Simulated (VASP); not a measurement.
These are PBE GGA, VASP's PBE PAW potentials (set 64) (plane waves; VASP) values and carry that method's errors.

A VASP calculation is set up with these files.

### INCAR
```
! general
SYSTEM  = Ni3Al
PREC    = Accurate
ENCUT   = 300   ! plane-wave cut-off (eV)
LREAL   = .FALSE.   ! projection in real space or not
LASPH   = .TRUE.   ! aspherical one-centre terms

! electronic loop
EDIFF   = 1E-6   ! SCF stop (eV)
NELM    = 100
ALGO    = Normal
LMAXMIX = 4   ! l cut-off of mixed one-centre charges

! smearing
ISMEAR  = 0   ! Gaussian
SIGMA   = 0.136

! functional
GGA     = PE

! spin
ISPIN   = 2   ! spin-polarised
MAGMOM  = 0.0 0.5 0.5 0.5

! ions
IBRION  = 2   ! conjugate gradients
NSW     = 50   ! most ionic steps
ISIF    = 3
EDIFFG  = -0.01

! output
LWAVE   = .FALSE.
LCHARG  = .FALSE.
LORBIT  = 11
```

POSCAR:
```
Ni3Al
1
    3.5700000000     0.0000000000     0.0000000000
    0.0000000000     3.5700000000     0.0000000000
    0.0000000000     0.0000000000     3.5700000000
Al Ni
1 3
Direct
  0.0000000000   0.0000000000   0.0000000000
  0.0000000000   0.5000000000   0.5000000000
  0.5000000000   0.0000000000   0.5000000000
  0.5000000000   0.5000000000   0.0000000000
```

KPOINTS:
```
Automatic mesh
0
Gamma
7 7 7
0 0 0
```

POTCAR, in this order: Al Ni (PBE.64 set). Program: vasp_std.

The run wrote:

OSZICAR:
```
       N       E                     dE             d eps       ncg     rms          rms(c)
DAV:   1     0.141799830377E+03    0.14180E+03   -0.10122E+04  1712   0.129E+03
DAV:   2    -0.199170986904E+02   -0.16172E+03   -0.15422E+03  1680   0.292E+02
DAV:   3    -0.259506995990E+02   -0.60336E+01   -0.57870E+01  1861   0.766E+01
DAV:   4    -0.260452057366E+02   -0.94506E-01   -0.94271E-01  1979   0.834E+00
DAV:   5    -0.260481433870E+02   -0.29377E-02   -0.29373E-02  1936   0.144E+00    0.193E+01
DAV:   6    -0.270703848931E+02   -0.10222E+01   -0.65283E+01  1869   0.126E+02    0.211E+01
DAV:   7    -0.219763786138E+02    0.50940E+01   -0.18764E+01  1886   0.676E+01    0.249E+00
DAV:   8    -0.219572395147E+02    0.19139E-01   -0.39574E-01  1790   0.465E+00    0.148E+00
DAV:   9    -0.219353948360E+02    0.21845E-01   -0.40528E-02  2107   0.276E+00    0.643E-01
DAV:  10    -0.219358653787E+02   -0.47054E-03   -0.23861E-03  2022   0.572E-01    0.348E-01
DAV:  11    -0.219368534848E+02   -0.98811E-03   -0.45317E-03  2015   0.107E+00    0.103E-01
DAV:  12    -0.219371283344E+02   -0.27485E-03   -0.46409E-04  1878   0.300E-01    0.344E-02
DAV:  13    -0.219371320442E+02   -0.37098E-05   -0.15505E-05  2066   0.450E-02    0.176E-02
DAV:  14    -0.219371311165E+02    0.92767E-06   -0.17076E-06  1213   0.239E-02
   1 F= -.21937131E+02 E0= -.21921196E+02  d E =-.219371E+02  mag=     0.7279
       N       E                     dE             d eps       ncg     rms          rms(c)
DAV:   1    -0.219637044434E+02   -0.26572E-01   -0.25493E-01  1715   0.764E+00    0.148E+00
DAV:   2    -0.219714974998E+02   -0.77931E-02   -0.38049E-01  1913   0.967E+00    0.154E+00
DAV:   3    -0.219377441546E+02    0.33753E-01   -0.12593E-01  1882   0.566E+00    0.196E-01
DAV:   4    -0.219373735451E+02    0.37061E-03   -0.20972E-03  1770   0.354E-01    0.931E-02
DAV:   5    -0.219373186560E+02    0.54889E-04   -0.94724E-05  2215   0.122E-01    0.278E-02
DAV:   6    -0.219373152880E+02    0.33680E-05   -0.11035E-05  2032   0.328E-02    0.127E-02
DAV:   7    -0.219373144271E+02    0.86096E-06   -0.26762E-06  1459   0.165E-02
   2 F= -.21937314E+02 E0= -.21921405E+02  d E =-.183311E-03  mag=     0.7238
       N       E                     dE             d eps       ncg     rms          rms(c)
DAV:   1    -0.219413485637E+02   -0.40333E-02   -0.36857E-02  1730   0.292E+00    0.573E-01
DAV:   2    -0.219426060183E+02   -0.12575E-02   -0.56353E-02  1923   0.370E+00    0.595E-01
DAV:   3    -0.219375261985E+02    0.50798E-02   -0.18863E-02  1892   0.220E+00    0.772E-02
DAV:   4    -0.219374693929E+02    0.56806E-04   -0.31846E-04  1778   0.141E-01    0.344E-02
DAV:   5    -0.219374650635E+02    0.43294E-05   -0.10613E-05  2102   0.366E-02    0.927E-03
DAV:   6    -0.219374652122E+02   -0.14863E-06   -0.15417E-06  1177   0.142E-02
   3 F= -.21937465E+02 E0= -.21921539E+02  d E =-.334096E-03  mag=     0.7254
```

### OUTCAR
```
------------------------ aborting loop because EDIFF is reached ----------------------------------------
  FORCE on cell =-STRESS in cart. coord.  units (eV):
  Direction    XX          YY          ZZ          XY          YZ          ZX
  --------------------------------------------------------------------------------------
  Total        0.0087318      0.0087318      0.0087318      0.0000000      0.0000000     -0.0000000
  in kB        0.3086231      0.3086231      0.3086231      0.0000000      0.0000000     -0.0000000
  external PRESSURE =       0.3086231 kB  Pullay stress =       0.0000000 kB
  volume of cell :       45.33
      direct lattice vectors                 reciprocal lattice vectors
     3.565562182 -0.000000000  0.000000000     0.280460682 -0.000000000 -0.000000000
     0.000000000  3.565562182 -0.000000000     0.000000000  0.280460682 -0.000000000
     0.000000000  0.000000000  3.565562182    -0.000000000  0.000000000  0.280460682
 POSITION                                       TOTAL-FORCE (eV/Angst)
 -----------------------------------------------------------------------------------
      0.00000      0.00000      0.00000         0.000000      0.000000      0.000000
      0.00000      1.78278      1.78278        -0.000000      0.000000      0.000000
      1.78278     -0.00000      1.78278        -0.000000      0.000000      0.000000
      1.78278      1.78278     -0.00000         0.000000      0.000000      0.000000
 -----------------------------------------------------------------------------------
    total drift:                               -0.000000     -0.000000      0.000000
  FREE ENERGIE OF THE ION-ELECTRON SYSTEM (eV)
  ---------------------------------------------------
  free  energy   TOTEN  =       -21.9374652122 eV

  energy  without entropy=      -21.9056119475  energy(sigma->0) =      -21.92153858

 total charge

# of ion       s       p       d       tot
------------------------------------------
    1        0.408   0.396   0.000   0.804
    2        0.492   0.514   8.363   9.369
    3        0.492   0.514   8.363   9.369
    4        0.492   0.514   8.363   9.369
--------------------------------------------------
tot          1.883   1.939  25.090  28.911

 magnetization (x)

# of ion       s       p       d       tot
------------------------------------------
    1       -0.000  -0.008   0.000  -0.008
    2       -0.003  -0.009   0.270   0.258
    3       -0.003  -0.009   0.270   0.258
    4       -0.003  -0.009   0.270   0.258
--------------------------------------------------
tot         -0.009  -0.035   0.811   0.767

 reached required accuracy - stopping structural energy minimisation
```
(Selected blocks of OUTCAR.)

CONTCAR:
```
Ni3Al
   1.00000000000000
     3.5655621821243084   -0.0000000000000000    0.0000000000000000
     0.0000000000000000    3.5655621821243084   -0.0000000000000000
     0.0000000000000000    0.0000000000000000    3.5655621821243084
  Al              Ni
     1     3
Direct
     0.0000000000000000    0.0000000000000000    0.0000000000000000
     0.0000000000000000    0.5000000000000000    0.5000000000000000
     0.5000000000000000    0.0000000000000000    0.5000000000000000
     0.5000000000000000    0.5000000000000000    0.0000000000000000
```

At this cut-off the stress carries a Pulay error, which pulls relaxed volumes low.

The structure is a typed Ni3Al crystal (Pm-3m). This run relaxes it. Symmetry was kept, so distortions that lower it aren't found. The run is one of a series of settings (EDIFFG = -0.01, IBRION = 2, ISIF = 3, NSW = 50 against the base run), some of them coarse on purpose.
